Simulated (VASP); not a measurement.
Computed with PBE GGA, VASP's PBE PAW potentials (set 64) (plane waves; VASP).

VASP input:

### INCAR
```
ALGO=Normal
EDIFF=1E-6
ENCUT=520
GGA=PE
ISIF=2
ISMEAR=1
LASPH=.TRUE.
LCHARG=.FALSE.
LMAXMIX=6
LREAL=.FALSE.
LWAVE=.FALSE.
NELM=100
PREC=Low
SIGMA=0.1
SYSTEM=WC
```

### KPOINTS
```
K-points
0
G
  13 13 11
```

**POSCAR**
```
WC
1
    1.4841000000    -2.5705370000     0.0000000000
    1.4841000000     2.5705370000     0.0000000000
    0.0000000000     0.0000000000     2.8968000000
W C
1 1
Direct
  0.0000000000   0.0000000000   0.0000000000
  0.3333330000   0.6666670000   0.5000000000
```

POTCAR, in this order: W_sv C (PBE.64 set). Program: vasp_std.

Output of the run:

File OSZICAR:
```
       N       E                     dE             d eps       ncg     rms          rms(c)
DAV:   1     0.111038465282E+03    0.11104E+03   -0.98379E+03  3276   0.152E+03
DAV:   2    -0.213098561642E+02   -0.13235E+03   -0.12852E+03  3756   0.379E+02
DAV:   3    -0.254651366444E+02   -0.41553E+01   -0.41245E+01  4004   0.624E+01
DAV:   4    -0.255072433401E+02   -0.42107E-01   -0.42080E-01  3651   0.670E+00
DAV:   5    -0.255076257705E+02   -0.38243E-03   -0.38243E-03  3836   0.653E-01    0.287E+01
DAV:   6    -0.225240697145E+02    0.29836E+01   -0.10282E+01  3736   0.320E+01    0.699E+00
DAV:   7    -0.224276551574E+02    0.96415E-01   -0.52760E-01  3451   0.627E+00    0.532E+00
DAV:   8    -0.223995352375E+02    0.28120E-01   -0.94077E-02  3571   0.299E+00    0.758E-01
DAV:   9    -0.223984951095E+02    0.10401E-02   -0.39647E-03  3601   0.555E-01    0.159E-01
DAV:  10    -0.223984233931E+02    0.71716E-04   -0.32771E-04  3771   0.240E-01    0.697E-02
DAV:  11    -0.223984232685E+02    0.12456E-06   -0.19992E-05  3571   0.443E-02    0.112E-02
DAV:  12    -0.223984220596E+02    0.12089E-05   -0.55427E-06  3546   0.243E-02    0.255E-03
DAV:  13    -0.223984221005E+02   -0.40880E-07   -0.94859E-08  1668   0.338E-03
   1 F= -.22398422E+02 E0= -.22398293E+02  d E =-.388027E-03
```

### OUTCAR
```
------------------------ aborting loop because EDIFF is reached ----------------------------------------
  FORCE on cell =-STRESS in cart. coord.  units (eV):
  Direction    XX          YY          ZZ          XY          YZ          ZX
  --------------------------------------------------------------------------------------
  Total       -2.0639091     -2.0639097     -2.5847887      0.0000000      0.0000000      0.0000000
  in kB     -149.6117186   -149.6117647   -187.3700184      0.0000000      0.0000000      0.0000000
  external PRESSURE =    -162.1978339 kB  Pullay stress =       0.0000000 kB
  volume of cell :       22.10
      direct lattice vectors                 reciprocal lattice vectors
     1.484100000 -2.570537000  0.000000000     0.336904521 -0.194511886  0.000000000
     1.484100000  2.570537000  0.000000000     0.336904521  0.194511886  0.000000000
     0.000000000  0.000000000  2.896800000     0.000000000  0.000000000  0.345208506
 POSITION                                       TOTAL-FORCE (eV/Angst)
 -----------------------------------------------------------------------------------
      0.00000      0.00000      0.00000         0.000000      0.000000      0.000000
      1.48410      0.85685      1.44840         0.000000     -0.000000      0.000000
 -----------------------------------------------------------------------------------
    total drift:                                0.000000     -0.000404      0.000000
  FREE ENERGIE OF THE ION-ELECTRON SYSTEM (eV)
  ---------------------------------------------------
  free  energy   TOTEN  =       -22.3984221005 eV

  energy  without entropy=      -22.3980340734  energy(sigma->0) =      -22.39829276
```
(Selected blocks of OUTCAR.)

OUTCAR:
```
 val. band max:       10.1629654524   @ k =   0.3077   0.2308   0.0000

 cond. band min:      10.2139950194   @ k =   0.4615   0.0000   0.4545


 Fermi energy:        10.1954066604

 k-point     1 :       0.0000    0.0000    0.0000
  band No.  band energies     occupation
      1     -63.9459      2.00000
      2     -27.9237      2.00000
      3     -27.8428      2.00000
      4     -27.8427      2.00000
      5      -3.7697      2.00000
      6       6.2301      2.00000
      7       7.1185      2.00000
      8       7.1186      2.00000
      9      10.2766      0.01404
     10      13.1437      0.00000
     11      13.1438      0.00000
     12      15.4750      0.00000
     13      15.4752      0.00000

 k-point     2 :       0.0769    0.0000    0.0000
  band No.  band energies     occupation
      1     -63.9434      2.00000
      2     -27.9188      2.00000
      3     -27.8814      2.00000
      4     -27.8517      2.00000
      5      -3.6269      2.00000
      6       6.2696      2.00000
      7       6.9155      2.00000
      8       7.2515      2.00000
      9       9.8481      2.00001
     10      13.0938      0.00000
     11      13.6243      0.00000
     12      15.1509      0.00000
     13      15.3722      0.00000

 k-point     3 :       0.1538    0.0000    0.0000
  band No.  band energies     occupation
      1     -63.9365      2.00000
      2     -27.9875      2.00000
      3     -27.9052      2.00000
      4     -27.8762      2.00000
      5      -3.2180      2.00000
      6       5.9534      2.00000
      7       6.8578      2.00000
      8       7.6306      2.00000
      9       9.0281      2.00000
     10      12.9585      0.00000
     11      14.4405      0.00000
     12      14.5673      0.00000
     13      15.1125      0.00000

 k-point     4 :       0.2308    0.0000    0.0000
  band No.  band energies     occupation
      1     -63.9269      2.00000
      2     -28.1341      2.00000
      3     -27.9105      2.00000
...
```

Unless said otherwise, spin-orbit coupling is left out, though it shifts the bands of the heavy elements here.

The compound is WC in the wc structure. The cell was not relaxed at this level. The run is one of a series of settings (PREC = Low against the base run), some of them coarse on purpose.
